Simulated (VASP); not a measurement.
Level of theory: LDA (Ceperley-Alder, Perdew-Zunger), VASP's LDA PAW potentials (set 64) (plane waves; VASP 6.6.1).

VASP input:

**KPOINTS**
```
Automatic mesh
0
Gamma
7 7 9
0 0 0
```

### POSCAR
```
PbO2
1
    4.6114162113     0.0000000000     0.0000000000
    0.0000000000     4.6114162113     0.0000000000
    0.0000000000     0.0000000000     3.3666082882
Pb O
2 4
Direct
  0.0000000000   0.0000000000   0.0000000000
  0.5000000000   0.5000000000   0.5000000000
  0.3082024796   0.3082024796   0.0000000000
  0.8082024796   0.1917975204   0.5000000000
  0.1917975204   0.8082024796   0.5000000000
  0.6917975204   0.6917975204   0.0000000000
```

### INCAR
```
ISIF=3
LREAL=.FALSE.
NSW=40   ! most ionic steps
SYSTEM=PbO2
SIGMA=0.1   ! width (eV)
PSTRESS=450
ISMEAR=1
EDIFF=1E-6   ! SCF stop (eV)
PREC=Accurate
LCHARG=.FALSE.
ENCUT=620   ! plane-wave cut-off (eV)
NELM=100   ! most electronic steps
LWAVE=.FALSE.
IBRION=2   ! conjugate gradients
LASPH=.TRUE.   ! aspherical one-centre terms
LMAXMIX=4   ! l cut-off of mixed one-centre charges
EDIFFG=-0.02
ALGO=Normal   ! blocked Davidson
```

POTCAR, in this order: Pb_d O (LDA.64 set). Program: vasp_std.

What VASP printed:

**OSZICAR**
```
...
DAV:  14    -0.357338956926E+02   -0.12726E-06   -0.14838E-06  2463   0.872E-03
   1 F= -.15626160E+02 E0= -.15626277E+02  d E =-.156262E+02
       N       E                     dE             d eps       ncg     rms          rms(c)
DAV:   1    -0.425555406442E+02   -0.68216E+01   -0.32830E+02  4054   0.293E+02    0.210E+01
DAV:   2    -0.330929057373E+02    0.94626E+01   -0.25394E+01  4379   0.863E+01    0.739E+00
DAV:   3    -0.315901331130E+02    0.15028E+01   -0.54648E+00  4232   0.539E+01    0.124E+00
DAV:   4    -0.315745381649E+02    0.15595E-01   -0.64003E-01  4713   0.126E+01    0.567E-01
DAV:   5    -0.315768322154E+02   -0.22941E-02   -0.57989E-02  4534   0.233E+00    0.370E-01
DAV:   6    -0.315783357361E+02   -0.15035E-02   -0.10921E-02  4492   0.111E+00    0.110E-01
DAV:   7    -0.315784881017E+02   -0.15237E-03   -0.14795E-03  4826   0.631E-01    0.847E-02
DAV:   8    -0.315782855483E+02    0.20255E-03   -0.51722E-04  4760   0.314E-01    0.131E-02
DAV:   9    -0.315782861732E+02   -0.62490E-06   -0.51194E-05  4812   0.102E-01    0.109E-02
DAV:  10    -0.315782858344E+02    0.33881E-06   -0.81288E-06  3853   0.338E-02
   2 F= -.14552998E+02 E0= -.14553150E+02  d E =0.107316E+01
       N       E                     dE             d eps       ncg     rms          rms(c)
DAV:   1    -0.403413492527E+02   -0.87631E+01   -0.20802E+02  4053   0.282E+02    0.145E+01
DAV:   2    -0.359531831230E+02    0.43882E+01   -0.13930E+01  4036   0.557E+01    0.503E+00
DAV:   3    -0.350609992617E+02    0.89218E+00   -0.23813E+00  4479   0.389E+01    0.836E-01
DAV:   4    -0.350337437818E+02    0.27255E-01   -0.30553E-01  4853   0.997E+00    0.341E-01
DAV:   5    -0.350348974568E+02   -0.11537E-02   -0.45646E-02  4592   0.226E+00    0.220E-01
DAV:   6    -0.350330543890E+02    0.18431E-02   -0.76038E-03  4589   0.193E+00    0.407E-02
DAV:   7    -0.350329974693E+02    0.56920E-04   -0.10585E-03  4719   0.276E-01    0.192E-02
DAV:   8    -0.350329721565E+02    0.25313E-04   -0.52166E-05  4757   0.182E-01    0.721E-03
DAV:   9    -0.350329724346E+02   -0.27814E-06   -0.11907E-05  4841   0.400E-02    0.319E-03
DAV:  10    -0.350329721376E+02    0.29699E-06   -0.71283E-07  2012   0.240E-02
   3 F= -.15781515E+02 E0= -.15781685E+02  d E =-.155355E+00
       N       E                     dE             d eps       ncg     rms          rms(c)
DAV:   1    -0.349976532782E+02    0.35319E-01   -0.49242E-02  4053   0.390E+00    0.239E-01
DAV:   2    -0.349964287197E+02    0.12246E-02   -0.34795E-03  4154   0.866E-01    0.804E-02
DAV:   3    -0.349962152325E+02    0.21349E-03   -0.60290E-04  4480   0.600E-01    0.144E-02
DAV:   4    -0.349962089020E+02    0.63305E-05   -0.71688E-05  4804   0.151E-01    0.514E-03
DAV:   5    -0.349962094927E+02   -0.59068E-06   -0.10258E-05  4419   0.332E-02    0.254E-03
DAV:   6    -0.349962091676E+02    0.32509E-06   -0.55934E-07  1725   0.247E-02
   4 F= -.15781906E+02 E0= -.15782081E+02  d E =-.155746E+00
       N       E                     dE             d eps       ncg     rms          rms(c)
DAV:   1    -0.349789260155E+02    0.17283E-01   -0.11073E-02  4074   0.185E+00    0.114E-01
DAV:   2    -0.349786492119E+02    0.27680E-03   -0.78836E-04  4154   0.409E-01    0.381E-02
DAV:   3    -0.349786013969E+02    0.47815E-04   -0.13480E-04  4501   0.283E-01    0.687E-03
DAV:   4    -0.349785997595E+02    0.16374E-05   -0.14468E-05  4114   0.727E-02    0.226E-03
DAV:   5    -0.349786000163E+02   -0.25677E-06   -0.41056E-06  2466   0.196E-02
   5 F= -.15781890E+02 E0= -.15782067E+02  d E =-.155730E+00
       N       E                     dE             d eps       ncg     rms          rms(c)
DAV:   1    -0.349756135909E+02    0.29862E-02   -0.11096E+00  3439   0.841E+00    0.707E-01
DAV:   2    -0.349661637554E+02    0.94498E-02   -0.47623E-02  4476   0.242E+00    0.409E-01
DAV:   3    -0.349604778727E+02    0.56859E-02   -0.10395E-02  4895   0.134E+00    0.647E-02
DAV:   4    -0.349605675948E+02   -0.89722E-04   -0.18630E-03  3495   0.350E-01    0.284E-02
DAV:   5    -0.349605552669E+02    0.12328E-04   -0.69139E-05  4906   0.108E-01    0.632E-03
DAV:   6    -0.349605558077E+02   -0.54080E-06   -0.86955E-06  3441   0.217E-02
   6 F= -.15787463E+02 E0= -.15787633E+02  d E =-.557348E-02
       N       E                     dE             d eps       ncg     rms          rms(c)
DAV:   1    -0.349522527631E+02    0.83025E-02   -0.37983E-01  3425   0.494E+00    0.414E-01
DAV:   2    -0.349490132987E+02    0.32395E-02   -0.16313E-02  4502   0.142E+00    0.239E-01
DAV:   3    -0.349470629807E+02    0.19503E-02   -0.35629E-03  4859   0.787E-01    0.381E-02
DAV:   4    -0.349470932579E+02   -0.30277E-04   -0.64177E-04  3500   0.207E-01    0.167E-02
DAV:   5    -0.349470891375E+02    0.41204E-05   -0.23765E-05  4914   0.627E-02    0.403E-03
DAV:   6    -0.349470892544E+02   -0.11685E-06   -0.28127E-06  2997   0.129E-02
   7 F= -.15788312E+02 E0= -.15788478E+02  d E =-.642172E-02
       N       E                     dE             d eps       ncg     rms          rms(c)
DAV:   1    -0.349777970350E+02   -0.30708E-01   -0.10834E+00  3500   0.811E+00    0.528E-01
DAV:   2    -0.349743373716E+02    0.34597E-02   -0.27746E-02  4575   0.184E+00    0.293E-01
DAV:   3    -0.349721380672E+02    0.21993E-02   -0.32793E-03  4786   0.653E-01    0.487E-02
DAV:   4    -0.349721190507E+02    0.19017E-04   -0.45118E-04  4622   0.184E-01    0.150E-02
DAV:   5    -0.349721171142E+02    0.19364E-05   -0.11703E-05  4363   0.429E-02    0.612E-03
DAV:   6    -0.349721170361E+02    0.78089E-07   -0.11196E-06  2244   0.188E-02
   8 F= -.15791961E+02 E0= -.15792106E+02  d E =-.364910E-02
       N       E                     dE             d eps       ncg     rms          rms(c)
DAV:   1    -0.349862523695E+02   -0.14135E-01   -0.34296E-01  3492   0.455E+00    0.296E-01
DAV:   2    -0.349851706443E+02    0.10817E-02   -0.88196E-03  4601   0.104E+00    0.164E-01
DAV:   3    -0.349844766480E+02    0.69400E-03   -0.10060E-03  4762   0.363E-01    0.272E-02
DAV:   4    -0.349844706436E+02    0.60044E-05   -0.14182E-04  4639   0.102E-01    0.827E-03
DAV:   5    -0.349844700268E+02    0.61679E-06   -0.28108E-06  2855   0.235E-02
   9 F= -.15792491E+02 E0= -.15792621E+02  d E =-.417922E-02
       N       E                     dE             d eps       ncg     rms          rms(c)
DAV:   1    -0.348875849394E+02    0.96886E-01   -0.73217E-01  3892   0.124E+01    0.756E-01
DAV:   2    -0.348757489634E+02    0.11836E-01   -0.38633E-02  4621   0.267E+00    0.272E-01
DAV:   3    -0.348734814602E+02    0.22675E-02   -0.60050E-03  4408   0.178E+00    0.642E-02
DAV:   4    -0.348733882283E+02    0.93232E-04   -0.87904E-04  4882   0.502E-01    0.217E-02
DAV:   5    -0.348733943717E+02   -0.61434E-05   -0.15639E-04  4851   0.165E-01    0.124E-02
DAV:   6    -0.348733899063E+02    0.44653E-05   -0.17304E-05  4292   0.781E-02    0.292E-03
DAV:   7    -0.348733898456E+02    0.60742E-07   -0.18360E-06  2228   0.342E-02
  10 F= -.15792031E+02 E0= -.15792184E+02  d E =0.460294E-03
       N       E                     dE             d eps       ncg     rms          rms(c)
DAV:   1    -0.349429496156E+02   -0.69560E-01   -0.24563E-01  3892   0.719E+00    0.435E-01
DAV:   2    -0.349390112722E+02    0.39383E-02   -0.12817E-02  4621   0.154E+00    0.157E-01
DAV:   3    -0.349382472347E+02    0.76404E-03   -0.20186E-03  4392   0.103E+00    0.368E-02
DAV:   4    -0.349382163637E+02    0.30871E-04   -0.29644E-04  4875   0.291E-01    0.126E-02
DAV:   5    -0.349382183819E+02   -0.20182E-05   -0.53072E-05  4851   0.962E-02    0.725E-03
DAV:   6    -0.349382168279E+02    0.15540E-05   -0.56290E-06  3205   0.455E-02    0.172E-03
DAV:   7    -0.349382168465E+02   -0.18657E-07   -0.91248E-07  1755   0.188E-02
  11 F= -.15792946E+02 E0= -.15793087E+02  d E =-.455208E-03
```

### OUTCAR
```
------------------------ aborting loop because EDIFF is reached ----------------------------------------
  FORCE on cell =-STRESS in cart. coord.  units (eV):
  Direction    XX          YY          ZZ          XY          YZ          ZX
  --------------------------------------------------------------------------------------
  Total       19.1201429     19.1201429     19.1740757      0.0000000      0.0000000      0.0000000
  in kB      449.4093828    449.4093828    450.6770445      0.0000000      0.0000000      0.0000000
  external PRESSURE =      -0.1680633 kB  Pullay stress =     450.0000000 kB
  volume of cell :       68.16
      direct lattice vectors                 reciprocal lattice vectors
     4.497819367  0.000000000  0.000000000     0.222329960 -0.000000000  0.000000000
     0.000000000  4.497819367  0.000000000    -0.000000000  0.222329960  0.000000000
     0.000000000  0.000000000  3.369423198     0.000000000  0.000000000  0.296786702
 POSITION                                       TOTAL-FORCE (eV/Angst)
 -----------------------------------------------------------------------------------
      0.00000      0.00000      0.00000         0.000000      0.000000      0.000000
      2.24891      2.24891      1.68471         0.000000      0.000000      0.000000
      1.39269      1.39269      0.00000        -0.008107     -0.008107     -0.000000
      3.64160      0.85622      1.68471        -0.008107      0.008107      0.000000
      0.85622      3.64160      1.68471         0.008107     -0.008107     -0.000000
      3.10513      3.10513      0.00000         0.008107      0.008107      0.000000
 -----------------------------------------------------------------------------------
    total drift:                               -0.000000     -0.000000     -0.000000
  FREE ENERGIE OF THE ION-ELECTRON SYSTEM (eV)
  ---------------------------------------------------
  free  energy   TOTEN  =       -34.9382168465 eV

  energy  without entropy=      -34.9386392018  energy(sigma->0) =      -34.93835763
  enthalpy is  TOTEN    =       -15.7929460635 eV   P V=       19.1452707831

 reached required accuracy - stopping structural energy minimisation
```
(Selected blocks of OUTCAR.)

File CONTCAR:
```
PbO2
   1.00000000000000
     4.4978193669024806    0.0000000000000000    0.0000000000000000
     0.0000000000000000    4.4978193669024806    0.0000000000000000
     0.0000000000000000    0.0000000000000000    3.3694231980374614
  Pb              O
     2     4
Direct
     0.0000000000000000    0.0000000000000000    0.0000000000000000
     0.5000000000000000    0.5000000000000000    0.5000000000000000
     0.3096367713310896    0.3096367713310896    0.0000000000000000
     0.8096367713310898    0.1903632286689104    0.5000000000000000
     0.1903632286689104    0.8096367713310898    0.5000000000000000
     0.6903632286689102    0.6903632286689102    0.0000000000000000
```

Energy and stress use the plane-wave basis of the starting cell.

The compound is PbO2 in the rutile structure. This run relaxes it under an external pressure of 45 GPa. Symmetry was kept, so distortions that lower it aren't found.
